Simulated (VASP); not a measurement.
Energy against volume of PdIn (CsCl type). Method: PBE GGA, VASP's PBE PAW potentials (set 64) (plane waves; VASP). Numerical set-up: 520 eV cut-off, 11×11×11 Γ-centred mesh, first-order Methfessel-Paxton smearing of 0.10 eV, potentials In_d Pd.

| V (Å³/atom) | E (eV/atom) |
|---|---|
| 17.028 | -4.35124 |
| 17.571 | -4.36978 |
| 18.115 | -4.37447 |
| 18.658 | -4.36811 |

**Question.** Fit these four points and predict the energy of the run at 19.202 Å³/atom.

**Answer.** A cubic in V^(−2/3), the third-order Birch-Murnaghan form, passes through the four points with V0 = 18.05 Å³/atom and B0 = 111 GPa, and gives -4.3530 eV/atom there. The run gave -4.3522 eV/atom, +0.8 meV/atom from the fit; all five points give B0 = 113 GPa.

The compound is PdIn in the CsCl type structure. It was relaxed first, which changed the volume by +5 %.
